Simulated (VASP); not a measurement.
Here is a VASP 6.6.1 calculation.

INCAR

```
PREC = Accurate
ENCUT = 520
EDIFF = 1E-6
ISMEAR = -1
SIGMA = 0.02
LREAL = F
LASPH = T
NELM = 60
ALGO = Fast
ISIF = 2
LWAVE = F
LCHARG = T
GGA = PE
LELF = T
LVHAR = T
NBANDS = 35
```

File KPOINTS:

```
regular mesh
0
Gamma
  5 5 7
```

File POSCAR:

```
SnO2
1.0
    4.7373500000      0.0000000000      0.0000000000
    0.0000000000      4.7373500000      0.0000000000
    0.0000000000      0.0000000000      3.1864000000
Sn O
2 4
Direct
    0.0000000000      0.0000000000      0.0000000000
    0.5000000000      0.5000000000      0.5000000000
    0.3056200000      0.3056200000      0.0000000000
    0.1943800000      0.8056200000      0.5000000000
    0.6943800000      0.6943800000      0.0000000000
    0.8056200000      0.1943800000      0.5000000000
```

Potentials or basis: VASP PAW PBE potentials, release 64 (Sn_d, O).

Run with:

```bash
$ cat potpaw_PBE.64/Sn_d/POTCAR potpaw_PBE.64/O/POTCAR > POTCAR
$ mpirun -np 1 vasp_std > vasp.out
```

Question: Estimate the pressure.

Answer: 11.4 GPa.

Question: Predict the largest force.

Answer: 0.052 eV/Å.

Forces in eV/Å, atoms in the order of the input:
```
Sn   0.000  0.000  0.000
Sn   0.000  0.000  0.000
O   -0.037 -0.037  0.000
O    0.037 -0.037  0.000
O    0.037  0.037  0.000
O   -0.037  0.037  0.000
```
